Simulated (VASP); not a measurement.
These are PBEsol GGA, VASP's PBE PAW potentials (set 64) (plane waves; VASP) values and carry that method's errors.

Input for VASP

**INCAR**
```
LWAVE = .False.
LMAXMIX = 4   ! l cut-off of mixed one-centre charges
SIGMA = 0.1   ! width (eV)
ISMEAR = 1   ! Methfessel-Paxton
GGA = PS
LASPH = .True.   ! aspherical one-centre terms
IBRION = 2
LREAL = .False.   ! projection in real space or not
ISIF = 4
SYSTEM = Sn
PREC = Accurate
ALGO = Normal
LCHARG = .False.
NSW = 30
ENCUT = 520   ! plane-wave cut-off (eV)
EDIFFG = -0.01
NELM = 100   ! most electronic steps
EDIFF = 1E-7   ! SCF stop (eV)
```

File POSCAR:
```
Sn
1.0
 -2.8840977546   2.8840977546   1.5639331980
  2.8840977546  -2.8840977546   1.5639331980
  2.8840977546   2.8840977546  -1.5639331980
Sn
2
Direct
  0.2500000000   0.7500000000   0.5000000000
  0.0000000000   0.0000000000   0.0000000000
```

**KPOINTS**
```
Automatic mesh
0
Gamma
13 13 13
0 0 0
```

POTCAR, in this order: Sn_d (PBE.64 set). Program: vasp_std.

The run wrote:

File OSZICAR:
```
       N       E                     dE             d eps       ncg     rms          rms(c)
DAV:   1     0.201890886473E+03    0.20189E+03   -0.15083E+04  7072   0.247E+03
DAV:   2     0.939602140757E+01   -0.19249E+03   -0.19033E+03  7060   0.453E+02
DAV:   3    -0.802787344915E+01   -0.17424E+02   -0.17195E+02  8112   0.139E+02
DAV:   4    -0.854321070100E+01   -0.51534E+00   -0.51373E+00  8044   0.259E+01
DAV:   5    -0.856254578026E+01   -0.19335E-01   -0.19333E-01  9606   0.464E+00    0.262E+00
DAV:   6    -0.852608587365E+01    0.36460E-01   -0.55545E-02  9276   0.386E+00    0.142E+00
DAV:   7    -0.851436149945E+01    0.11724E-01   -0.29587E-02  9264   0.274E+00    0.195E-01
DAV:   8    -0.851371949017E+01    0.64201E-03   -0.23666E-03  8602   0.768E-01    0.296E-02
DAV:   9    -0.851372616934E+01   -0.66792E-05   -0.62795E-05  8956   0.850E-02    0.145E-02
DAV:  10    -0.851372507929E+01    0.10901E-05   -0.46583E-06  9162   0.293E-02    0.181E-03
DAV:  11    -0.851372521778E+01   -0.13850E-06   -0.30985E-07  6554   0.817E-03    0.118E-03
DAV:  12    -0.851372510720E+01    0.11059E-06   -0.34764E-08  3798   0.248E-03    0.110E-04
DAV:  13    -0.851372511429E+01   -0.70927E-08   -0.95196E-09  3746   0.143E-03
   1 F= -.85137251E+01 E0= -.85137704E+01  d E =-.851373E+01
```

### OUTCAR
```
------------------------ aborting loop because EDIFF is reached ----------------------------------------
  FORCE on cell =-STRESS in cart. coord.  units (eV):
  Direction    XX          YY          ZZ          XY          YZ          ZX
  --------------------------------------------------------------------------------------
  Total        0.6029321      0.6029321      0.6283211      0.0000000      0.0000000      0.0000000
  in kB       18.5643961     18.5643961     19.3461281      0.0000000      0.0000000      0.0000000
  external PRESSURE =      18.8249735 kB  Pullay stress =       0.0000000 kB
  volume of cell :       52.04
      direct lattice vectors                 reciprocal lattice vectors
    -2.884097755  2.884097755  1.563933198     0.000000000  0.173364443  0.319706750
     2.884097755 -2.884097755  1.563933198     0.173364443  0.000000000  0.319706750
     2.884097755  2.884097755 -1.563933198     0.173364443  0.173364443  0.000000000
 POSITION                                       TOTAL-FORCE (eV/Angst)
 -----------------------------------------------------------------------------------
      2.88410     -0.00000      0.78197        -0.000000     -0.000000      0.000000
      0.00000      0.00000      0.00000         0.000000      0.000000     -0.000000
 -----------------------------------------------------------------------------------
    total drift:                                0.000000     -0.000000     -0.000000
  FREE ENERGIE OF THE ION-ELECTRON SYSTEM (eV)
  ---------------------------------------------------
  free  energy   TOTEN  =        -8.5137251143 eV

  energy  without entropy=       -8.5138608802  energy(sigma->0) =       -8.51377037

 reached required accuracy - stopping structural energy minimisation
```
(Selected blocks of OUTCAR.)

The compound is Sn in the beta structure. This cell is one point of a volume scan, at 0.97 of the reference volume.
